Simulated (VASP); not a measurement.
VASP input:

KPOINTS:
```
Automatic mesh
0
Gamma
16 16 16
0 0 0
```

File POSCAR:
```
Ir
1.9541090
  0.0000000000   1.0000000578   1.0000000578
  1.0000000578   0.0000000000   1.0000000578
  1.0000000578   1.0000000578   0.0000000000
Ir
1
Cart
  0.0000000000   0.0000000000   0.0000000000
```

### INCAR
```
SYSTEM = Ir
PREC = Accurate
ENCUT = 520
EDIFF = 1E-7
NELM = 100
ALGO = Normal
LREAL = .FALSE.
LASPH = .TRUE.
ISMEAR = 1
SIGMA = 0.1
GGA = PS
LMAXMIX = 6
LWAVE = .FALSE.
LCHARG = .FALSE.
ISIF = 2
```

POTCAR, in this order: Ir (PBE.64 set). Program: vasp_std.

Write an equivalent input for Quantum ESPRESSO's pw.x.

One equivalent input (not run):
```
&CONTROL
  calculation = 'scf'
  pseudo_dir = './pseudo'
  outdir = './out'
  tprnfor = .true.
  tstress = .true.
/
&SYSTEM
  ibrav = 0
  nat = 1
  ntyp = 1
  ecutwfc = 68
  occupations = 'smearing'
  smearing = 'methfessel-paxton'
  degauss = 0.00735
  input_dft = 'pbesol'
/
&ELECTRONS
  conv_thr = 7.3e-09
  electron_maxstep = 100
/
ATOMIC_SPECIES
  Ir 192.217 Ir.upf
CELL_PARAMETERS angstrom
     0.0000000    1.9541091    1.9541091
     1.9541091    0.0000000    1.9541091
     1.9541091    1.9541091    0.0000000
ATOMIC_POSITIONS crystal
  Ir   0.0000000  0.0000000  0.0000000
K_POINTS automatic
  16 16 16 0 0 0
```
What does not carry over: the potentials are each code's own (VASP's PAW set, PseudoDojo norm-conserving files in pw.x), so ENCUT and ecutwfc are chosen apart and not converted; conv_thr bounds pw.x's estimated SCF error, while EDIFF bounds the energy change between steps.

The compound is Ir in the fcc structure. This cell is one point of a volume scan, at 1.06 of the reference volume.
